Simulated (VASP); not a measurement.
Input:

```
MgSe
1.0
    0.00000     2.66469     2.66469
    2.66469     0.00000     2.66469
    2.66469     2.66469     0.00000
Mg Se
1 1
Cartesian
  0.00000   0.00000   0.00000
  2.66469   2.66469   2.66469
```

These are LDA (Ceperley-Alder, Perdew-Zunger), VASP's LDA PAW potentials (set 64) (plane waves; VASP) values and carry that method's errors. Settings: 520 eV cut-off, 9×9×9 Γ-centred mesh, Gaussian smearing of 0.050 eV, potentials Mg Se.

Q: Give the stress tensor in GPa (positive for a compressed cell).

A: 
```
2.28  0.00  0.00
0.00  2.28  0.00
0.00  0.00  2.28
```
The pressure is its mean diagonal, 2.28 GPa.

The compound is MgSe in the rock salt structure. This cell is one point of a volume scan, at 0.97 of the reference volume.
